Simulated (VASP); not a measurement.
An input for Ansatz (written as the equivalent of a VASP run, and not itself run):

Ansatz 0.2 input:
```yaml
crystal:
  lattice:
    - [0.0000000, 2.8375859, 2.8375859]
    - [2.8375859, 0.0000000, 2.8375859]
    - [2.8375859, 2.8375859, 0.0000000]
  atoms:
    - { symbol: La, position: [0.0000000, 1.0000000, 1.0000000] }
    - { symbol: B, position: [0.5000000, 0.5000000, 0.5000000] }
kpoints:
  mp_grid: { grid: [10, 10, 10] }
hamiltonian:
  xc: pbe
  pseudopotentials: { kind: paw }
scf:
  occupations: { method: methfessel_paxton, width: 0.1 }
  max_iter: 100
relax:
  max_steps: 60
  f_tol: 0.01
  cell: {}
output: { forces: true, stress: true, eigenvalues: true }
```

Translate this input to VASP (INCAR, KPOINTS, POSCAR, choice of POTCAR).

Several could match; the one computed here: 
**KPOINTS**
```
Automatic mesh
0
G
 10 10 10
0 0 0
```

INCAR:
```
SYSTEM  =  LaB
PREC  =  Accurate; ENCUT  =  520; LREAL  =  .False.
LASPH  =  .True.
EDIFF  =  1E-6; NELM  =  100; ALGO  =  Normal
LMAXMIX  =  6
ISMEAR  =  1; SIGMA  =  0.1
GGA  =  PE
IBRION  =  2; NSW  =  60; ISIF  =  3
EDIFFG  =  -0.01
LWAVE  =  .False.; LCHARG  =  .False.
```

**POSCAR**
```
LaB
1
   -0.0000000000     2.8375858993     2.8375858993
    2.8375858993     0.0000000000     2.8375858993
    2.8375858993     2.8375858993     0.0000000000
La B
1 1
Direct
  0.0000000000   1.0000000000   1.0000000000
  0.5000000000   0.5000000000   0.5000000000
```

POTCAR, in this order: La B (PBE.64 set). Program: vasp_std.

What does not carry over: each code has its own PAW files, so the cut-off isn't converted (ENCUT is set for VASP's; basis.ecutwfc is left out, and Ansatz then takes the one that its files recommend); Ansatz stops its SCF on the density residual and VASP on the energy change (EDIFF).

The structure was generated: LaB was put into the rock salt type (Fm-3m), which need not be its known phase. This run relaxes it. Symmetry was kept, so distortions that lower it aren't found. The start is the result of an earlier pass.
